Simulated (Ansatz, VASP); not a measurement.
# Ti2NbB3 in VASP and in Ansatz

INCAR

```
PREC     = Accurate       # precision mode
ENCUT    = 520            # plane-wave cutoff, eV
EDIFF    = 1E-6           # SCF threshold, eV
ISMEAR   = 0              # smearing method
SIGMA    = 0.1            # smearing width, eV
LREAL    = False          # projectors in reciprocal space
LASPH    = True           # aspherical terms in the spheres
NELM     = 60             # most SCF steps
ALGO     = Normal         # electronic algorithm
ISIF     = 2              # what is computed and relaxed
LWAVE    = False          # write WAVECAR
LCHARG   = False          # write CHGCAR
GGA      = PE             # functional
NBANDS   = 32             # bands
```

Contents of KPOINTS:

```
Automatic mesh
0
Gamma
  6 6 4
```

File POSCAR:

```
Ti2NbB3
1.0
    3.1556050200      0.0000000000      0.0000000000
    0.0000000000      3.1556050200      0.0000000000
    0.0000000000      0.0000000000      6.6796374700
Ti Nb B
2 1 3
Direct
    0.0000000000      0.0000000000      0.5000000000
    0.0000000000      0.0000000000      0.0000000000
    0.5000000000      0.5000000000      0.0000000000
    0.5000000000      0.5000000000      0.7114587100
    0.5000000000      0.5000000000      0.2885412900
    0.5000000000      0.5000000000      0.5000000000
```

Input for Ansatz:

```yaml
crystal:
  lattice:
    - [3.15560502, 0.0, 0.0]
    - [0.0, 3.15560502, 0.0]
    - [0.0, 0.0, 6.67963747]
  atoms:
    - { symbol: Ti, position: [0.0, 0.0, 0.5] }
    - { symbol: Ti, position: [0.0, 0.0, 0.0] }
    - { symbol: Nb, position: [0.5, 0.5, 0.0] }
    - { symbol: B, position: [0.5, 0.5, 0.71145871] }
    - { symbol: B, position: [0.5, 0.5, 0.28854129] }
    - { symbol: B, position: [0.5, 0.5, 0.5] }
basis:
  ecutwfc: 420
kpoints:
  mp_grid: { grid: [6, 6, 4] }
hamiltonian:
  xc: pbe
scf:
  occupations: { method: gaussian, width: 0.1 }
  lower_state_search: "off"
output:
  forces: true
  stress: true
  eigenvalues: true
```

Alike in both runs: task single point; functional PBE; k mesh 6 × 6 × 4; occupations gaussian, width 0.1 eV; no spin polarisation.

```csv
,VASP,Ansatz
version,VASP 6.6.1,Ansatz 0.2.0
potentials or method,"VASP PAW PBE potentials, release 64 (Ti_sv, Nb_sv, B)","scalar-relativistic, plane waves, PAW"
plane-wave cutoff (eV),520,420
valence electrons in the cell,46,46
```

```csv
,VASP,Ansatz,Ansatz less VASP
gap on the k mesh at the Fermi level (eV),none,none,-
rms of the force components (eV/Å),0.355,0.348,-0.0073
```

Atom by atom the forces differ by 0.007 eV/Å (rms over components). A gap of «none» marks a metal or a gap that the smearing closes.

Caveats: forces of over 1 eV/Å show positions far from the minimum, so gaps and moduli don't describe the material at rest.
